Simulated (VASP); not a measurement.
**ScAl (relaxed from the rock salt structure, space group Fm-3m): computed properties**

Method: r2SCAN meta-GGA, VASP's PBE PAW potentials (set 64) (plane waves; VASP 6.6.1).

```
Property                                                                                                   Value
----------------------------------  ----------------------------------------------------------------------------
space group                                                                                          Fm-3m (225)
cell                                a = 5.6548 Å, b = 5.6548 Å, c = 5.6548 Å, α = 90.00°, β = 90.00°, γ = 90.00°
volume per atom                                                                                    22.60 Å³/atom
band gap (over mesh and band path)                                      none (metal, semimetal or under 0.01 eV)
density                                                                                               2.64 g/cm³
```

```xyz
2
Lattice="0.0000 2.8274 2.8274 2.8274 0.0000 2.8274 2.8274 2.8274 0.0000" Properties=species:S:1:pos:R:3 pbc="T T T"
Sc     0.0000     0.0000     0.0000
Al     2.8274     2.8274     2.8274
```

The structure was generated: ScAl was put into the rock salt type (Fm-3m), which need not be its known phase. It was relaxed first, which changed the volume by -27 %. Symmetry was kept, so distortions that lower it aren't found.
